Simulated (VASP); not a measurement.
A run of VASP 6.6.1 is set up as follows.

The input INCAR:

```
SYSTEM = HfIn4SiO6
ALGO = Normal
EDIFF = 1E-7
ENCUT = 520
GGA = PE
ISIF = 2
ISMEAR = -1
KPAR = 4
LASPH = .TRUE.
LCHARG = .FALSE.
LREAL = .FALSE.
LWAVE = .FALSE.
NBANDS = 63
NELM = 60
PREC = Accurate
SIGMA = 0.05
```

KPOINTS

```
k-points
0
G
  6 6 4
  0 0 0
```

POSCAR

```
HfIn4SiO6
1.0
    2.7160300000     -4.7033200000      0.0044800000
    2.7160300000      4.7033200000      0.0044800000
   -1.8630900000      0.0000000000      7.4041500000
Hf In Si O
1 4 1 6
Direct
    0.2145670000      0.7940220000      0.0078670000
    0.3577770000      0.6341790000      0.4992640000
    0.5334760000      0.4585230000     -0.0040910000
    0.0347790000      0.9664500000      0.5023690000
    0.7028450000      0.2871210000      0.4976300000
    0.8637290000      0.1219930000      0.0021510000
    0.1003830000      0.0648220000      0.8588280000
    0.9226270000      0.8948310000      0.1339200000
    0.8409800000      0.3835340000      0.8601380000
    0.6275870000      0.1574530000      0.1299150000
    0.1910110000      0.4664430000      0.1396990000
    0.5287850000      0.8022860000      0.8678050000
```

Potentials or basis: VASP PAW PBE potentials, release 64 (Hf_pv, In_d, Si, O).

Command:

```sh
$ cat potpaw_PBE.64/Hf_pv/POTCAR potpaw_PBE.64/In_d/POTCAR potpaw_PBE.64/Si/POTCAR potpaw_PBE.64/O/POTCAR > POTCAR
$ mpirun -np 4 vasp_std > vasp.out
```

Task: Estimate the pressure.

Result: -0.9 GPa.

Task: Predict the band gap on the k mesh.

Result: None (metal or under the smearing width).

Task: Predict the largest force.

Result: 1.350 eV/Å.

Forces in eV/Å, atoms in the order of the input:
```
Hf  -0.712  1.083 -0.376
In   0.001 -0.237  0.014
In  -0.033 -0.301 -0.235
In  -0.091  0.158  0.074
In   0.073  0.069  0.154
Si   0.857 -0.417 -0.669
O   -0.019 -0.344  0.958
O    0.143 -0.811 -0.207
O    0.013 -0.154  0.649
O   -0.243  0.806  0.413
O    0.352  0.012 -0.516
O   -0.340  0.135 -0.260
```

The run has no spin-orbit coupling, so splittings on Hf are missing.
